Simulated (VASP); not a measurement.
Computed with PBEsol GGA, VASP's PBE PAW potentials (set 64) (plane waves; VASP).

The input files of a VASP run:

**INCAR**
```
! general
SYSTEM  = TaC(100) slab
PREC    = Normal
ENCUT   = 450
LREAL   = .FALSE.
LASPH   = .TRUE.

! electronic loop
EDIFF   = 1E-6
NELM    = 100
NELMIN  = 4
ALGO    = Normal
LMAXMIX = 6

! smearing
ISMEAR  = 1
SIGMA   = 0.1

! functional
GGA     = PS

! output
LWAVE   = .FALSE.
LCHARG  = .FALSE.
LORBIT  = 11
LVHAR   = .TRUE.

! other
LDIPOL  = .TRUE.
IDIPOL  = 3
DIPOL   = 0.5 0.5 0.5
```

File KPOINTS:
```
Automatic mesh
0
Gamma
9 9 1
0 0 0
```

File POSCAR:
```
TaC(100) slab
1
    3.1419552616     0.0000000000     0.0000000000
    0.0000000000     3.1419552616     0.0000000000
    0.0000000000     0.0000000000    28.2743455062
Ta C
6 6
Direct
  0.0000000000   0.5000000000   0.3085719122
  0.5000000000   0.0000000000   0.3837008373
  0.0000000000   0.5000000000   0.4596300067
  0.5000000000   0.0000000000   0.5403699933
  0.0000000000   0.5000000000   0.6162991627
  0.5000000000   0.0000000000   0.6914280878
  0.0000000000   0.5000000000   0.3816804239
  0.5000000000   0.0000000000   0.3016447314
  0.0000000000   0.5000000000   0.5384496279
  0.5000000000   0.0000000000   0.4615503721
  0.0000000000   0.5000000000   0.6983552686
  0.5000000000   0.0000000000   0.6183195761
```

POTCAR, in this order: Ta_pv C (PBE.64 set). Program: vasp_std. Read from the step before: WAVECAR.

Output of the run:

OSZICAR:
```
       N       E                     dE             d eps       ncg     rms          rms(c)
DAV:   1    -0.138989364655E+03   -0.13899E+03   -0.77016E-05  1758   0.492E-02    0.100E-02
DAV:   2    -0.138989383767E+03   -0.19112E-04   -0.43884E-04  2130   0.130E-01    0.178E-02
DAV:   3    -0.138989350738E+03    0.33029E-04   -0.17542E-04  1884   0.832E-02    0.243E-03
DAV:   4    -0.138989351025E+03   -0.28693E-06   -0.49676E-06  1626   0.983E-03
   1 F= -.13898935E+03 E0= -.13899015E+03  d E =0.239741E-02
```

### OUTCAR
```
------------------------ aborting loop because EDIFF is reached ----------------------------------------
  FORCE on cell =-STRESS in cart. coord.  units (eV):
  Direction    XX          YY          ZZ          XY          YZ          ZX
  --------------------------------------------------------------------------------------
  Total       -4.8736833     -4.8736833     -0.2207125      0.0000000     -0.0000000      0.0000000
  in kB      -27.9753374    -27.9753374     -1.2669079      0.0000000     -0.0000000      0.0000000
  external PRESSURE =     -19.0725276 kB  Pullay stress =       0.0000000 kB
  volume of cell :      279.12
      direct lattice vectors                 reciprocal lattice vectors
     3.141955262  0.000000000  0.000000000     0.318273151  0.000000000  0.000000000
     0.000000000  3.141955262  0.000000000     0.000000000  0.318273151  0.000000000
     0.000000000  0.000000000 28.274345506     0.000000000  0.000000000  0.035367751
 POSITION                                       TOTAL-FORCE (eV/Angst)
 -----------------------------------------------------------------------------------
      0.00000      1.57098      8.72467        -0.000000     -0.000000      0.003955
      1.57098      0.00000     10.84889         0.000000     -0.000000     -0.006384
      0.00000      1.57098     12.99574        -0.000000     -0.000000     -0.002128
      1.57098      0.00000     15.27861        -0.000000     -0.000000      0.002128
      0.00000      1.57098     17.42546        -0.000000     -0.000000      0.006384
      1.57098      0.00000     19.54968        -0.000000     -0.000000     -0.003955
      0.00000      1.57098     10.79176        -0.000000     -0.000000     -0.006259
      1.57098      0.00000      8.52881        -0.000000     -0.000000      0.005351
      0.00000      1.57098     15.22431        -0.000000      0.000000      0.003297
      1.57098      0.00000     13.05003        -0.000000     -0.000000     -0.003297
      0.00000      1.57098     19.74554        -0.000000      0.000000     -0.005351
      1.57098      0.00000     17.48258         0.000000     -0.000000      0.006259
 -----------------------------------------------------------------------------------
    total drift:                                0.000000      0.000000     -0.000000
  FREE ENERGIE OF THE ION-ELECTRON SYSTEM (eV)
  ---------------------------------------------------
  free  energy   TOTEN  =      -138.9893510248 eV

  energy  without entropy=     -138.9917484383  energy(sigma->0) =     -138.99015016

 total charge

# of ion       s       p       d       tot
------------------------------------------
    1        0.316   6.239   2.396   8.951
    2        0.301   6.277   2.448   9.026
    3        0.305   6.281   2.411   8.998
    4        0.305   6.281   2.411   8.998
    5        0.301   6.277   2.448   9.026
    6        0.316   6.239   2.396   8.951
    7        0.868   1.603   0.000   2.471
    8        0.868   1.483   0.000   2.352
    9        0.861   1.583   0.000   2.445
   10        0.861   1.583   0.000   2.445
   11        0.868   1.483   0.000   2.352
   12        0.868   1.603   0.000   2.471
--------------------------------------------------
tot          7.039  46.936  14.511  68.485
```
(Selected blocks of OUTCAR.)

At this cut-off the stress carries a Pulay error, which pulls relaxed volumes low.

The cell is a thin slab with vacuum, built from TaC (rock salt): (100) face.
